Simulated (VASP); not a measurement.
OSZICAR of a VASP run on CoGa (CsCl type):

OSZICAR:
```
       N       E                     dE             d eps       ncg     rms          rms(c)
DAV:   1     0.816017150052E+02    0.81602E+02   -0.10611E+04  6256   0.261E+03
DAV:   2    -0.234998590624E+02   -0.10510E+03   -0.10281E+03  6027   0.359E+02
DAV:   3    -0.285354073274E+02   -0.50355E+01   -0.50209E+01  6944   0.842E+01
DAV:   4    -0.286170285953E+02   -0.81621E-01   -0.81601E-01  8221   0.980E+00
DAV:   5    -0.286187710649E+02   -0.17425E-02   -0.17424E-02  7140   0.124E+00    0.112E+01
DAV:   6    -0.280061612992E+02    0.61261E+00   -0.35949E+01  6328   0.862E+01    0.144E+01
DAV:   7    -0.249606198870E+02    0.30455E+01   -0.12405E+01  6083   0.546E+01    0.129E+00
DAV:   8    -0.250507529077E+02   -0.90133E-01   -0.62886E-01  7725   0.923E+00    0.190E+00
DAV:   9    -0.250090685050E+02    0.41684E-01   -0.26867E-01  6431   0.777E+00    0.403E-01
DAV:  10    -0.250108649151E+02   -0.17964E-02   -0.78387E-03  6545   0.101E+00    0.374E-01
DAV:  11    -0.250092533260E+02    0.16116E-02   -0.68538E-03  7857   0.105E+00    0.619E-02
DAV:  12    -0.250105345208E+02   -0.12812E-02   -0.10844E-03  6113   0.366E-01    0.279E-02
DAV:  13    -0.250105823526E+02   -0.47832E-04   -0.45283E-05  6839   0.762E-02    0.106E-02
DAV:  14    -0.250105783119E+02    0.40407E-05   -0.25196E-05  7562   0.758E-02    0.106E-02
DAV:  15    -0.250105825257E+02   -0.42139E-05   -0.91051E-06  6782   0.475E-02    0.277E-03
DAV:  16    -0.250105826619E+02   -0.13621E-06   -0.46969E-07  7929   0.870E-03    0.911E-04
DAV:  17    -0.250105825767E+02    0.85202E-07   -0.28782E-08  3300   0.191E-03
   1 F= -.25010583E+02 E0= -.25010902E+02  d E =0.957121E-03
```

Task: Which electronic solver shows in the log?

Result: It is blocked Davidson (ALGO = Normal, or the opening steps of other solvers). The INCAR had ALGO = Normal.

Task: How was spin treated?

Result: Without spin polarisation: there is no mag entry.

Task: Can the final energy be trusted as converged?

Result: Self-consistency was reached. It stopped with EDIFF = 1E-7, NELM = 100 (r2SCAN meta-GGA, plane waves, VASP's PBE PAW potentials (set 64)).

The compound is CoGa in the CsCl type structure. This cell was strained or had an atom moved on purpose. The run is not spin-polarised, so no magnetic state was tried.
